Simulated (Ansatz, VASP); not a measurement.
# B2O3 (glassy B2O3) in two plane-wave programs

Wanted: the spread between two codes on one cell, functional and k mesh. Of the first pair: The structure shown is the start of the Ansatz relaxation below; VASP solves that cell, so the two are compared at the walk's first step.

Program: Ansatz 0.2.0. Level of theory: plane waves, with VASP 6.6.1 beside it; r2SCAN. Results are calculated unless marked as measured.

**1. Set-up**

The cell holds 90 atoms: 36 B and 54 O. Cell: a = 9.576 Å, b = 10.556 Å, c = 10.226 Å, α = 80.8°, β = 92.3°, γ = 83.0°. As first built, before any earlier steps moved the atoms or strained the cell (in the runner's words): 90 atoms (36 B, 54 O) placed at random at 1.93 g/cm^3, melted at 3000 K for 20 ps at fixed volume with the Buckingham and Coulomb pair potential of Guillot and Sator (Geochim. Cosmochim. Acta 71, 1249 (2007)) with the boron terms of Wang et al. (J. Non-Cryst. Solids 498, 294 (2018)). Quenched from 3000 K to 300 K at 50 K/ps and fixed volume, held 10 ps at zero pressure, then minimised at fixed cell.

**2. Ansatz: relaxation, r2SCAN**

Ansatz runs on its default PAW (the set named soft_2) files.

The two programs are compared at the cell with which this relaxation starts, whose forces are those of its first step.

Contents of input.yaml:

```yaml
crystal:
  lattice:
    - [9.55293, 0.63007, -0.23033]
    - [0.62377, 10.50374, 0.8422]
    - [-0.22803, 0.8422, 10.18909]
  atoms:
    - { symbol: B, position: [0.23119, 0.84213, 0.64838] }
    - { symbol: B, position: [0.31297, 0.24618, 0.42672] }
    - { symbol: B, position: [0.75261, 0.93177, 0.04528] }
    - { symbol: B, position: [0.06837, 0.37544, 0.8331] }
    - { symbol: B, position: [0.91501, 0.70721, 0.43723] }
    - { symbol: B, position: [0.01689, 0.17859, 0.72782] }
    - { symbol: B, position: [0.67108, 0.69982, 0.32742] }
    - { symbol: B, position: [0.99501, 0.54818, 0.19332] }
    - { symbol: B, position: [0.58847, 0.92085, 0.23113] }
    - { symbol: B, position: [0.32471, 0.04531, 0.89917] }
    - { symbol: B, position: [0.51409, 0.11106, 0.34721] }
    - { symbol: B, position: [0.2108, 0.99936, 0.11123] }
    - { symbol: B, position: [0.35349, 0.52879, 0.17669] }
    - { symbol: B, position: [0.15013, 0.77466, 0.43578] }
    - { symbol: B, position: [0.41985, 0.44778, 0.76576] }
    - { symbol: B, position: [0.49189, 0.82311, 0.61108] }
    - { symbol: B, position: [0.69339, 0.10968, 0.85641] }
    - { symbol: B, position: [0.68362, 0.22603, 0.46832] }
    - { symbol: B, position: [0.66884, 0.68496, 0.91987] }
    - { symbol: B, position: [0.15862, 0.82102, 0.87259] }
    - { symbol: B, position: [0.57088, 0.26034, 0.6695] }
    - { symbol: B, position: [0.45498, 0.6068, 0.56201] }
    - { symbol: B, position: [0.02916, 0.52225, 0.61195] }
    - { symbol: B, position: [0.52092, 0.5301, 0.35409] }
    - { symbol: B, position: [0.2633, 0.4302, 0.97453] }
    - { symbol: B, position: [0.25955, 0.1695, 0.66272] }
    - { symbol: B, position: [0.12695, 0.44068, 0.41325] }
    - { symbol: B, position: [0.91071, 0.13847, 0.42911] }
    - { symbol: B, position: [0.90586, 0.00453, 0.64501] }
    - { symbol: B, position: [0.9734, 0.77162, 0.0424] }
    - { symbol: B, position: [0.41116, 0.80476, 0.91976] }
    - { symbol: B, position: [0.81379, 0.47779, 0.06041] }
    - { symbol: B, position: [0.72813, 0.84025, 0.71777] }
    - { symbol: B, position: [0.81054, 0.24599, 0.00399] }
    - { symbol: B, position: [0.99445, 0.12345, 0.19035] }
    - { symbol: B, position: [0.27853, 0.76774, 0.22921] }
    - { symbol: O, position: [0.95045, 0.1618, 0.30392] }
    - { symbol: O, position: [0.66488, 0.97696, 0.13486] }
    - { symbol: O, position: [0.24017, 0.07633, 0.99705] }
    - { symbol: O, position: [0.14529, 0.37461, 0.94817] }
    - { symbol: O, position: [0.82229, 0.23562, 0.47288] }
    - { symbol: O, position: [0.78834, 0.37624, 0.00236] }
    - { symbol: O, position: [0.14723, 0.88397, 0.74365] }
    - { symbol: O, position: [0.78843, 0.74243, 0.37094] }
    - { symbol: O, position: [0.94781, 0.02566, 0.51568] }
    - { symbol: O, position: [0.59654, 0.29769, 0.53915] }
    - { symbol: O, position: [0.53024, 0.71997, 0.93119] }
    - { symbol: O, position: [0.92297, 0.09141, 0.7312] }
    - { symbol: O, position: [0.34057, 0.19883, 0.5594] }
    - { symbol: O, position: [0.28653, 0.75439, 0.91818] }
    - { symbol: O, position: [0.73787, 0.59513, 0.0192] }
    - { symbol: O, position: [0.60336, 0.87898, 0.64643] }
    - { symbol: O, position: [0.41198, 0.56553, 0.68506] }
    - { symbol: O, position: [0.12252, 0.45121, 0.54487] }
    - { symbol: O, position: [0.8407, 0.89996, 0.68348] }
    - { symbol: O, position: [0.47297, 0.47338, 0.25188] }
    - { symbol: O, position: [0.28482, 0.463, 0.09627] }
    - { symbol: O, position: [0.03702, 0.48965, 0.74674] }
    - { symbol: O, position: [0.51081, 0.72059, 0.54398] }
    - { symbol: O, position: [0.21049, 0.34306, 0.37326] }
    - { symbol: O, position: [0.27731, 0.87602, 0.13643] }
    - { symbol: O, position: [0.44057, 0.539, 0.46036] }
    - { symbol: O, position: [0.74521, 0.73605, 0.81975] }
    - { symbol: O, position: [0.171, 0.77084, 0.56933] }
    - { symbol: O, position: [0.51006, 0.99586, 0.30417] }
    - { symbol: O, position: [0.6299, 0.13905, 0.73132] }
    - { symbol: O, position: [0.11739, 0.04339, 0.19475] }
    - { symbol: O, position: [0.25908, 0.77973, 0.35844] }
    - { symbol: O, position: [0.3015, 0.65164, 0.19004] }
    - { symbol: O, position: [0.39221, 0.19164, 0.33928] }
    - { symbol: O, position: [0.41673, 0.93432, 0.91114] }
    - { symbol: O, position: [0.72738, 0.98312, 0.91414] }
    - { symbol: O, position: [0.0531, 0.5327, 0.3199] }
    - { symbol: O, position: [0.49188, 0.33816, 0.73854] }
    - { symbol: O, position: [0.85631, 0.83311, 0.0879] }
    - { symbol: O, position: [0.02121, 0.64913, 0.10099] }
    - { symbol: O, position: [0.00931, 0.2673, 0.8115] }
    - { symbol: O, position: [0.11939, 0.17399, 0.63886] }
    - { symbol: O, position: [0.63889, 0.14103, 0.39232] }
    - { symbol: O, position: [0.32158, 0.13394, 0.78658] }
    - { symbol: O, position: [0.57493, 0.79037, 0.25048] }
    - { symbol: O, position: [0.64868, 0.57352, 0.3515] }
    - { symbol: O, position: [0.93102, 0.61937, 0.55236] }
    - { symbol: O, position: [0.91262, 0.15801, 0.0752] }
    - { symbol: O, position: [0.01937, 0.77143, 0.38437] }
    - { symbol: O, position: [0.04398, 0.83421, 0.94424] }
    - { symbol: O, position: [0.35902, 0.44655, 0.88271] }
    - { symbol: O, position: [0.71805, 0.20908, 0.91895] }
    - { symbol: O, position: [0.36245, 0.87632, 0.64153] }
    - { symbol: O, position: [0.91216, 0.46078, 0.16385] }
kpoints:
  mp_grid: { grid: [1, 1, 1] }
hamiltonian:
  xc: r2scan
scf:
  occupations: { method: gaussian, width: 0.025 }
output:
  forces: true
  eigenvalues: true
  stress: true
relax:
  f_tol: 0.05
  max_steps: 70
```

Command:

```console
$ ansatz run input.yaml --threads 4 --pin off --max-ram 8192MiB --backend cpu --events-out ev --progress --plain --runs-dir out
```

Numbers of over 12 decimals in the logs are rounded to 6 here.

The program printed:

```text
Warning: output.stress: scf.convergence.dr2_threshold = 1e-7 eV (the SCF's general default) is looser than the 9e-9 eV advised for a printed stress (1e-10 eV for each atom of the cell: 90). What an SCF threshold leaves in a stress goes as its square root, and in the free energy as the threshold itself, and one threshold admits the most on a small cell: [figures from the program's tests cut] Every solve of this run an [...]
Engine: ansatz 0.2.0, x86_64-unknown-linux-gnu
Pseudopotentials: kind: paw
Pseudopotential: B, paw, valence charge 3, recommended cutoff 500 eV (meta_gga), B.paw.azcp
Pseudopotential: O, paw, valence charge 6, recommended cutoff 500 eV (meta_gga), O.paw.azcp
Functional definition: r2SCAN
  parameter k0 = 0.174
  parameter k1 = 0.065
  parameter a1 = 4.9479
  exchange = r2scan_x(k0 = k0, k1 = k1, a1 = a1)
  correlation = r2scan_c
Crystal: 90 atoms, lattice volume = 1010.814 Å³
Basis set: ecut = 500 eV, 25653 PW (Γ), exchange–correlation on 288×320×300 points (64 copies of the dense FFT grid, shifted against one another)
Bands: 306, of which v1, the nominal top of the filled ones, is band 216 counted from 1 (215 counted from 0)
Symmetry: 1 space group operations
Space group: P1 (ITA 1), of the structure as read, at distance tolerance 1.0e-4 Å
k-points: 1
Non-local potential: B, projectors of the file, l = 0: 2, l = 1: 2, l = 2: 1
Non-local potential: O, projectors of the file, l = 0: 2, l = 1: 2, l = 2: 1
PAW form: soft (Blöchl's): semilocal exchange-correlation on the pseudo side does not see the compensation charge
PAW frozen core: B, regenerated for the run's functional (the file was generated under x = pbe(κ = 0.804, μ = 0.219515), c = pbe(β = 0.066725))
PAW frozen core: O, regenerated for the run's functional (the file was generated under x = pbe(κ = 0.804, μ = 0.219515), c = pbe(β = 0.066725))
PAW one-centre angular grid: B, 302 points (default); XC on 160 Gauss nodes
PAW one-centre angular grid: O, 302 points (default); XC on 160 Gauss nodes
Initial density: superposition of atomic densities (neutral atoms: chi_scale 0, normalization atom), corrected by the library's trained network
Initial wavefunctions: pseudopotential atomic-orbital guess
Functional: x = r2scan, c = r2scan; τ floored in thin density (d = 2e-4 eV/Å³)
SCF iter   1: F=—  HF=-36418.526613 eV  |F-HF|=—  |Δ(HF+E_count)|=         —  Δρ=8.71e-3  dr2=6.57e-1  dr2_τ=1.19e1  ethr=1.77e-3  ⟨swp⟩=6.0  Hψ=1336  notcnv=0  defer=65
preconditioner: auto → Resta (q_TF=auto, 2.368 Å⁻¹)  ε∞=2.7  [insulator: Δε(μ)=6.768 eV  Ē_g=18.617 eV  σ=0.025 eV  W_gap=1.00  n_scr=216 (ndim 8)  ℏωp=24.3 eV  f_vac=0.192  D(μ)=0.00/eV (n_scr^D=0)  ε∞_Penn≈2.7]
SCF iter   2: F=—  HF=-36421.654357 eV  |F-HF|=—  |Δ(HF+E_count)|=    3.13e0  Δρ=5.27e-3  dr2=1.71e-1  dr2_τ=1.45e-2  ethr=1.52e-4  ⟨swp⟩=3.0  Hψ=582  notcnv=0  defer=83
SCF iter   3: F=—  HF=-36421.642620 eV  |F-HF|=—  |Δ(HF+E_count)|=   1.17e-2  Δρ=8.40e-4  dr2=5.45e-3  dr2_τ=2.38e-3  ethr=3.95e-5  ⟨swp⟩=2.0  Hψ=378  notcnv=0  defer=83
SCF iter   4: F=—  HF=-36421.643848 eV  |F-HF|=—  |Δ(HF+E_count)|=   1.23e-3  Δρ=2.89e-4  dr2=4.98e-4  dr2_τ=8.94e-5  ethr=1.26e-6  ⟨swp⟩=2.0  Hψ=522  notcnv=0  defer=83
SCF iter   5: F=—  HF=-36421.643967 eV  |F-HF|=—  |Δ(HF+E_count)|=   1.19e-4  Δρ=1.20e-4  dr2=1.15e-4  dr2_τ=1.51e-5  ethr=1.15e-7  ⟨swp⟩=2.0  Hψ=439  notcnv=0  defer=83
SCF iter   6: F=-36421.644015 eV  HF=-36421.644011 eV  |F-HF|=4.15e-6  |Δ(HF+E_count)|=   4.34e-5  Δρ=3.28e-5  dr2=1.24e-5  dr2_τ=6.77e-7  ethr=1.45e-8  ⟨swp⟩=15.0  Hψ=2065  notcnv=0
SCF 1 converged in 6 iterations: F = -36421.644015 eV  dr2 = 1.24e-5
  greatest PAW one-centre occupation: 0.875 electrons in one spin orbital (limit 2), on the O atom at site 84 (counted from 0), in its partial waves of l = 0
relax step   1: F+E_penalty+E_count = -36421.64401503 eV  Δ(F+E_penalty+E_count) = +0.000e0 eV  max|allowed force component| = 4.928e-1 eV/Å  Δτ_max = 0.0000 Å  (6 SCF iters, dr2 threshold 6.25e-5 eV, accepted)
Initial density: handed on by an earlier stage of this run
[...]
--- Relaxed structure (3 steps of the walk, 3 accepted, 0 SCFs on fresh bases) ---
  F+E_penalty+E_count = -36421.72566725 eV   max|allowed force component| = 4.935e-2 eV/Å
  atoms:
    - { symbol: B, position: [0.230961, 0.843736, 0.647543] }
    - { symbol: B, position: [0.313075, 0.246562, 0.427369] }
    - { symbol: B, position: [0.748655, 0.931068, 0.043168] }
    - { symbol: B, position: [0.066003, 0.376731, 0.833207] }
    - { symbol: B, position: [0.912937, 0.709348, 0.437528] }
    - { symbol: B, position: [0.015556, 0.180045, 0.727021] }
    - { symbol: B, position: [0.667994, 0.700935, 0.328213] }
    - { symbol: B, position: [0.995695, 0.547882, 0.193893] }
    - { symbol: B, position: [0.585860, 0.920724, 0.230744] }
    - { symbol: B, position: [0.324878, 0.044941, 0.898657] }
    - { symbol: B, position: [0.515239, 0.111242, 0.348483] }
    - { symbol: B, position: [0.212428, 0.998003, 0.111467] }
    - { symbol: B, position: [0.354192, 0.526355, 0.179167] }
    - { symbol: B, position: [0.150462, 0.775540, 0.435219] }
    - { symbol: B, position: [0.421167, 0.448823, 0.767482] }
    - { symbol: B, position: [0.493021, 0.824749, 0.609463] }
    - { symbol: B, position: [0.692216, 0.108862, 0.854462] }
    - { symbol: B, position: [0.685740, 0.228009, 0.468313] }
    - { symbol: B, position: [0.670987, 0.683249, 0.918326] }
    - { symbol: B, position: [0.156922, 0.820565, 0.871929] }
    - { symbol: B, position: [0.570557, 0.261475, 0.668517] }
    - { symbol: B, position: [0.455808, 0.607579, 0.564157] }
    - { symbol: B, position: [0.026583, 0.523809, 0.612855] }
    - { symbol: B, position: [0.519764, 0.528336, 0.357678] }
[...]
- { symbol: B, position: [0.907997, 0.00417441, 0.644041] }
    - { symbol: B, position: [0.971271, 0.771111, 0.042371] }
    - { symbol: B, position: [0.410966, 0.803496, 0.919072] }
    - { symbol: B, position: [0.816329, 0.475432, 0.059317] }
    - { symbol: B, position: [0.731407, 0.838975, 0.716694] }
    - { symbol: B, position: [0.810891, 0.243616, 0.00335479] }
    - { symbol: B, position: [0.995373, 0.122027, 0.190156] }
    - { symbol: B, position: [0.280786, 0.766891, 0.228933] }
    - { symbol: O, position: [0.950618, 0.162828, 0.302415] }
    - { symbol: O, position: [0.659267, 0.977364, 0.131532] }
    - { symbol: O, position: [0.240885, 0.075905, 0.997559] }
    - { symbol: O, position: [0.143714, 0.375085, 0.948399] }
    - { symbol: O, position: [0.825754, 0.238043, 0.472836] }
    - { symbol: O, position: [0.789671, 0.373795, 0.00196064] }
    - { symbol: O, position: [0.146882, 0.885061, 0.743562] }
    - { symbol: O, position: [0.785210, 0.745568, 0.371506] }
    - { symbol: O, position: [0.949547, 0.026437, 0.514412] }
    - { symbol: O, position: [0.597783, 0.300145, 0.538614] }
    - { symbol: O, position: [0.531511, 0.719225, 0.930969] }
    - { symbol: O, position: [0.922256, 0.091597, 0.730295] }
    - { symbol: O, position: [0.342856, 0.199444, 0.559920] }
    - { symbol: O, position: [0.285421, 0.752426, 0.917322] }
    - { symbol: O, position: [0.740719, 0.593039, 0.017194] }
    - { symbol: O, position: [0.605971, 0.879610, 0.645152] }
    - { symbol: O, position: [0.416093, 0.567461, 0.688839] }
    - { symbol: O, position: [0.120787, 0.451971, 0.546423] }
    - { symbol: O, position: [0.845722, 0.897633, 0.682816] }
    - { symbol: O, position: [0.472331, 0.468948, 0.257120] }
    - { symbol: O, position: [0.284397, 0.461357, 0.098360] }
    - { symbol: O, position: [0.033906, 0.491442, 0.747687] }
    - { symbol: O, position: [0.511146, 0.721781, 0.542913] }
    - { symbol: O, position: [0.208706, 0.342875, 0.374913] }
[...]
- { symbol: O, position: [0.928513, 0.621545, 0.552652] }
    - { symbol: O, position: [0.913243, 0.154778, 0.074609] }
    - { symbol: O, position: [0.018427, 0.772749, 0.383896] }
    - { symbol: O, position: [0.040816, 0.834040, 0.942981] }
    - { symbol: O, position: [0.360262, 0.446987, 0.884746] }
    - { symbol: O, position: [0.716833, 0.207412, 0.918447] }
    - { symbol: O, position: [0.362712, 0.879276, 0.639264] }
    - { symbol: O, position: [0.915342, 0.458604, 0.162847] }
```

In the SCF lines HF is the Harris–Foulkes energy and dr2 the Hartree energy of the density residual, in eV; the loop may stop once dr2 is under the threshold and the program's other checks hold. Hψ counts applications of the Hamiltonian.

(Part 1 of 3 ends here.)

[Lines on the potential files, build, host, timing and source positions are cut from VASP's logs without a mark.]

[Logs are printed without paths, hosts, clocks, repeated set-up lines and the standing remarks that a program may print on its own settings, such as how far it seeks lower states.]

[Hosts, paths, dates, database ids (printed as entryN), source tags and the programs' standing remarks are cut or masked in the printed files.]
